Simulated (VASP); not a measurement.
Given:

```
CELL_PARAMETERS angstrom
      2.90829     0.00000     0.00000
      0.00000     2.90829     0.00000
      0.00000     0.00000     2.90829
ATOMIC_POSITIONS crystal
  Ru 0.00000 0.00000 0.00000
  Si 0.50000 0.50000 0.50000
```

Level of theory: PBEsol GGA, VASP's PBE PAW potentials (set 64) (plane waves; VASP). Numerical set-up: 400 eV cut-off, Gaussian smearing of 0.050 eV, potentials Ru_pv Si.

Question: Give the energies of bands 5 to 12 at the high-symmetry points, in eV from the Fermi level.

Answer: 
```
band      Γ      X      M      R
----  -----  -----  -----  -----
5     -5.41  -8.60  -4.81  -7.38
6     -5.41  -4.41  -4.47  -7.38
7     -1.08  -3.56  -4.47  -3.35
8     -1.08  -3.56  -2.70   0.63
9     -1.08  -0.73  -2.70   0.63
10     2.48   1.02   0.52   2.59
11     2.48   5.21   3.23   2.59
12     2.48   8.82   4.30   2.59
```

It has no gap at this level: it comes out as a metal or semimetal.

The structure was generated: RuSi was put into the CsCl type type (Pm-3m), which need not be its known phase. It was relaxed first, which changed the volume by -34 %.
